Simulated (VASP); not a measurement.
**Mg$_{2}$Ge (space group Fm-3m): computed properties**

The numbers are results of LDA (Ceperley-Alder, Perdew-Zunger), VASP's LDA PAW potentials (set 64) (plane waves; VASP 6.6.1), not measurements.

- space group: Fm-3m (225)
- cell: a = 6.2654 Å, b = 6.2654 Å, c = 6.2654 Å, α = 90.00°, β = 90.00°, γ = 90.00°
- volume per atom: 20.50 Å³/atom
- band gap (over mesh and band path): 0.09 eV
- smallest direct gap (over mesh and band path): 1.24 eV
- band-edge character without spin-orbit coupling: indirect, Γ to X
- band gap with spin-orbit coupling: 0.02 eV
- density: 3.27 g/cm³
- optical Γ-point spectrum: 227 (×3), 264 (×3) cm⁻¹

```cif
data_GeMg2
_chemical_formula_sum 'Mg2 Ge1'
_space_group_name_H-M_alt 'P 1'
_space_group_IT_number 1
_cell_length_a 4.43034
_cell_length_b 4.43034
_cell_length_c 4.43034
_cell_angle_alpha 60.000
_cell_angle_beta 60.000
_cell_angle_gamma 60.000
loop_
_space_group_symop_operation_xyz
  'x, y, z'
loop_
_atom_site_label
_atom_site_type_symbol
_atom_site_fract_x
_atom_site_fract_y
_atom_site_fract_z
_atom_site_occupancy
Mg1 Mg 0.75000 0.75000 0.75000 1
Mg2 Mg 0.25000 0.25000 0.25000 1
Ge1 Ge 0.00000 0.00000 0.00000 1
```

The structure comes from a computed database's Mg2Ge entry (Fm-3m); how it stands against other phases isn't given here. It was relaxed first. Symmetry was kept, so distortions that lower it aren't found.
